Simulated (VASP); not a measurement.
Shape and ions are relaxed at each volume.

Energy against volume of Bi (a7). These are PBEsol GGA, VASP's PBE PAW potentials (set 64) (plane waves; VASP) values and carry that method's errors.

```json
[
 {"V (Å³/atom)": "32.303", "E (eV/atom)": "-4.28624"},
 {"V (Å³/atom)": "33.334", "E (eV/atom)": "-4.30009"},
 {"V (Å³/atom)": "34.365", "E (eV/atom)": "-4.30452"},
 {"V (Å³/atom)": "35.396", "E (eV/atom)": "-4.30149"},
 {"V (Å³/atom)": "36.427", "E (eV/atom)": "-4.29259"}
]
```

Fit a third-order Birch-Murnaghan equation of state.

```
Property                                        Result
---------------------------------------  -------------
volume per atom                          34.42 Å³/atom
bulk modulus                                  38.0 GPa
pressure derivative of the bulk modulus           6.90
```

Measured: bulk modulus 32.1 GPa at 0 K (computed value off by +18.6 %), as given by K. Lejaeghere et al., Critical reviews in solid state and materials sciences/CRC critical reviews in solid state and materials sciences (2013), arXiv:1204.2733 [extrapolated to 0 K and zero-point effects removed (source: thermally corrected experimental values)].

The compound is Bi in the a7 structure. It was relaxed first.
